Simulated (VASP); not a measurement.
Input of a VASP 6.6.1 run:

POSCAR

```
LuV
1.0
    3.3269680000      0.0000000000      0.0000000000
    0.0000000000      3.3269680000      0.0000000000
    0.0000000000      0.0000000000      3.3269680000
V Lu
1 1
Direct
    0.0000000000      0.0000000000      0.0000000000
    0.5000000000      0.5000000000      0.5000000000
```

The input INCAR.step1:

```
  PREC = Accurate
  ENCUT = 520
  ISMEAR = 0
  SIGMA = 0.001
  LREAL = False
  LASPH = True
  NELM = 80
  NBANDS = 26
  GGA = PE
  ALGO = Normal
  EDIFF = 1E-4
  LWAVE = True
  LCHARG = False
```

File INCAR.step2:

```
  PREC = Accurate
  ENCUT = 520
  EDIFF = 1E-6
  ISMEAR = 0
  SIGMA = 0.001
  LREAL = False
  LASPH = True
  NELM = 80
  ALGO = Normal
  ISIF = 2
  LWAVE = False
  LCHARG = False
  METAGGA = R2SCAN
  LMIXTAU = True
  NBANDS = 26
  ISTART = 1
```

KPOINTS

```
Automatic mesh
0
Gamma
  5 5 5
  0.5 0.5 0.5
```

Potentials or basis: VASP PAW PBE potentials, release 64 (V_sv, Lu).

Command:

```console
$ cat potpaw_PBE.64/V_sv/POTCAR potpaw_PBE.64/Lu/POTCAR > POTCAR
$ cp INCAR.step1 INCAR
$ mpirun -np 1 vasp_std > vasp.out
$ cp INCAR.step2 INCAR
$ mpirun -np 1 vasp_std > vasp.out
```

(1) What does it give for the band gap on the k mesh?

(2) Estimate the pressure.

Answers

(1) none (metal or under the smearing width).

(2) 6.9 GPa.

Caveat: the k mesh is coarse (spacing up to 0.38 Å⁻¹), so the values aren't converged; the PAW data sets were made with another functional, which shifts forces and pressure a little.
